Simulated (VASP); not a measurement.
Input of a VASP 6.6.1 run:

The input INCAR:

```
  PREC = Accurate
  ENCUT = 520
  EDIFF = 1E-6
  ISMEAR = 0
  SIGMA = 0.1
  LREAL = False
  LASPH = True
  NELM = 150
  ALGO = Normal
  ISIF = 2
  LWAVE = False
  LCHARG = False
  ISPIN = 2
  MAGMOM = 1.5 1.5 1.5 1.5 0 0 0 0 0 0
  LORBIT = 11
  LMAXMIX = 4
  GGA = PE
  NBANDS = 55
  KPAR = 4
```

File KPOINTS:

```
Automatic mesh
0
Gamma
  6 6 6
```

The input POSCAR:

```
HfZrSe3
1.0
    3.2414930000      1.8714770000      6.4793900000
   -3.2414930000      1.8714770000      6.4793900000
    0.0000000000     -3.7429540000      6.4793900000
Zr Hf Se
2 2 6
Direct
    0.0000000000      0.0000000000      0.0000000000
    0.5000000000      0.5000000000      0.5000000000
    0.6641110000      0.6641110000      0.6641110000
    0.3358890000      0.3358890000      0.3358890000
    0.0768160000      0.4218400000      0.7564240000
    0.4218400000      0.7564240000      0.0768160000
    0.7564240000      0.0768160000      0.4218400000
    0.9231840000      0.5781600000      0.2435760000
    0.5781600000      0.2435760000      0.9231840000
    0.2435760000      0.9231840000      0.5781600000
```

Potentials or basis: VASP PAW PBE potentials, release 64 (Zr_sv, Hf_pv, Se).

Run with:

```sh
$ cat potpaw_PBE.64/Zr_sv/POTCAR potpaw_PBE.64/Hf_pv/POTCAR potpaw_PBE.64/Se/POTCAR > POTCAR
$ mpirun -np 4 vasp_std > vasp.out
```

Problem. What does it give for the net moment?

Solution. 0.00 μB per cell.

Problem. Predict the largest force.

Solution. 0.004 eV/Å.

Problem. Predict the pressure.

Solution. 0.0 GPa.

Problem. What does it give for the band gap on the k mesh?

Solution. None (metal or under the smearing width).

Forces on the atoms (eV/Å):
```
Zr   0.000  0.000  0.000
Zr   0.000  0.000  0.000
Hf   0.000  0.000 -0.004
Hf   0.000  0.000  0.004
Se  -0.001  0.000  0.000
Se   0.001  0.001  0.000
Se   0.000 -0.001  0.000
Se   0.001  0.000  0.000
Se  -0.001 -0.001  0.000
Se   0.000  0.001  0.000
```

The run has no spin-orbit coupling, so splittings on Hf are missing.
